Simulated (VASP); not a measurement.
Si3Bi2Te3:

```
Si Bi Te
1.0
     5.23334    0.00000    0.00000
    -2.61667    4.53221    0.00000
     0.00000    0.00000   10.53249
Si Bi Te
3 2 3
Direct
  0.33333 0.66667 0.00000
  0.66667 0.33333 0.00000
  0.00000 0.00000 0.00000
  0.33333 0.66667 0.50000
  0.66667 0.33333 0.50000
  0.00000 0.00000 0.73659
  0.00000 0.00000 0.26341
  0.00000 0.00000 0.50000
```

The cell was built by a generator and needn't be a form met in nature.

- Program: VASP 6.6.1
- Task: relaxation of cell and atoms
- Functional: PBE
- Potentials or basis: VASP PAW PBE potentials, release 64 (Si, Bi_d, Te)
- Cutoff: 520 eV
- k mesh: 3 × 3 × 2
- Occupations: gaussian, width 0.15 eV
- Spin: no spin polarisation

At the start: pressure 7.4 GPa; volume 31.23 Å³/atom.

Task: Where does the relaxation end?

Result: Over 13 steps the energy falls by 355.6 meV/atom and the volume is 36.69 Å³/atom (+17.5 %); space group P6/mmm (No. 191, to 0.05 Å).

Step by step:
```
step  energy change (eV)  largest force (eV/Å)  pressure (GPa)  volume (Å³)
   1              0.0000                5.8451            7.35       249.82
   2             -2.0523                1.4449           -2.22       304.71
   3             -2.0543                1.5454           -1.59       295.00
   4             -2.0612                1.5161           -1.59       297.74
   5             -2.4244                1.3593           -0.55       285.50
   6             -2.5895                0.7012            1.59       272.82
   7             -2.7224                0.0602            1.08       280.51
   8             -2.7270                0.2647            1.13       282.25
   9             -2.8204                0.3867           -0.79       299.63
  10             -2.8260                0.2479           -0.48       295.73
  11             -2.8399                0.1953            0.08       293.13
  12             -2.8399                0.1923            0.11       292.97
  13             -2.8447                0.0397            0.27       293.49
```

Final structure:
```
Si Bi Te
1.0
     5.35919    0.00000    0.00000
    -2.67960    4.64119    0.00000
     0.00000    0.00000   11.79941
Si Bi Te
3 2 3
Cartesian
  0.0000 3.0941 0.0000
  2.6796 1.5471 0.0000
  -2.6796 4.6412 0.0000
  0.0000 3.0941 5.8997
  2.6796 1.5471 5.8997
  0.0000 0.0000 9.3646
  -2.6796 4.6412 2.4348
  -2.6796 4.6412 5.8997
```

Caveat: the k mesh is coarse (spacing up to 0.46 Å⁻¹), so the values aren't converged; the volume moved by over 15 % at a fixed basis, so the end points are rough; this functional lacks dispersion, which binds the layers, so the pressure and a relaxed spacing across them are unreliable, and here the layers came unbound.
